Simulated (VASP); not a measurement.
Method: PBE GGA, VASP's PBE PAW potentials (set 64) (plane waves; VASP).

VASP ran on this input.

**INCAR**
```
SYSTEM = YN
PREC = Accurate; ENCUT = 620; LREAL = F
LASPH = T
EDIFF = 1E-6; NELM = 100; ALGO = Normal
LMAXMIX = 4
ISMEAR = 0; SIGMA = 0.05
GGA = PE
IBRION = 2; NSW = 40; ISIF = 3
EDIFFG = -0.02; PSTRESS = 50
LWAVE = F; LCHARG = F
```

**KPOINTS**
```
Automatic mesh
0
G
 9 9 9
```

### POSCAR
```
YN
1
    0.0000000000     2.4524426897     2.4524426897
    2.4524426897     0.0000000000     2.4524426897
    2.4524426897     2.4524426897     0.0000000000
Y N
1 1
Direct
  0.0000000000   0.0000000000   0.0000000000
  0.5000000000   0.5000000000   0.5000000000
```

POTCAR, in this order: Y_sv N (PBE.64 set). Program: vasp_std.

**Question.** What will the output report for the number of irreducible k-points (NKPTS), largest plane-wave count, number of space-group operations, FFT grid (NGX, NGY, NGZ)?

**Answer.** 
- number of irreducible k-points (NKPTS) = 35
- largest plane-wave count = 1044
- number of space-group operations = 48
- FFT grid (NGX, NGY, NGZ) = 28 × 28 × 28

The compound is YN in the rock salt structure. This run relaxes it under an external pressure of 5 GPa. Symmetry was kept, so distortions that lower it aren't found.
